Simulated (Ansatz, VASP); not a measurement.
# One calculation of As2S, two programs

Contents of INCAR:

```
PREC = Accurate
ENCUT = 520
EDIFF = 1E-7
ISMEAR = -1
SIGMA = 0.05
LREAL = F
LASPH = T
NELM = 80
ALGO = Normal
ISIF = 2
LWAVE = F
LCHARG = F
GGA = PE
NBANDS = 25
```

KPOINTS

```
Automatic mesh
0
Gamma
  7 7 7
```

POSCAR

```
As2S
1.0
   -3.5064800000      3.5064800000      2.4859190000
    3.5064800000     -3.5064800000      2.4859190000
    3.5064800000      3.5064800000     -2.4859190000
As S
4 2
Direct
    0.8703720000      0.1242220000      0.2455540000
    0.8794480000      0.6243580000      0.7504100000
    0.3764560000      0.1239810000      0.2436190000
    0.8803750000      0.1315720000      0.7511190000
    0.2521990000      0.7541430000      0.5017450000
    0.4881130000      0.4876590000     -0.0003480000
```

Contents of input.yaml:

```yaml
crystal:
  lattice:
    - [-3.50648, 3.50648, 2.485919]
    - [3.50648, -3.50648, 2.485919]
    - [3.50648, 3.50648, -2.485919]
  atoms:
    - { symbol: As, position: [0.870372, 0.124222, 0.245554] }
    - { symbol: As, position: [0.879448, 0.624358, 0.75041] }
    - { symbol: As, position: [0.376456, 0.123981, 0.243619] }
    - { symbol: As, position: [0.880375, 0.131572, 0.751119] }
    - { symbol: S, position: [0.252199, 0.754143, 0.501745] }
    - { symbol: S, position: [0.488113, 0.487659, -0.000348] }
hamiltonian:
  xc: pbe
  pseudopotentials: { kind: paw }
kpoints:
  mp_grid: { grid: [7, 7, 7] }
scf:
  occupations: { method: fermi_dirac, width: 0.05 }
output:
  forces: true
  stress: true
  eigenvalues: true
```

Change from the starting cell: atoms moved at random, drawn with an rms of 0.05 Å.

Alike in both runs: task single point; functional PBE; k mesh 7 × 7 × 7; occupations fermi-dirac, width 0.05 eV; no spin polarisation.

|  | VASP | Ansatz |
| --- | --- | --- |
| version | VASP 6.6.1 | Ansatz 0.2.0 |
| potentials or method | VASP PAW PBE potentials, release 64 (As, S) | Ansatz PAW |
| plane-wave cutoff (eV) | 520 | 420 |
| valence electrons in the cell | 32 | 72 |

VASP gave:

* gap on the k mesh at the Fermi level (eV): none
* pressure (GPa): 0.6
* largest component of the traceless stress (GPa): 0.77
* rms of the force components (eV/Å): 0.127

**Question.** Estimate Ansatz's values.

**Answer.** gap on the k mesh at the Fermi level (eV): none; pressure (GPa): 0.5; largest component of the traceless stress (GPa): 0.77; rms of the force components (eV/Å): 0.126.

Atom by atom the forces differ by 0.002 eV/Å (rms over components). A gap of «none» marks a metal or a gap that the smearing closes. The two sets of potentials don't hold the same shells in valence.
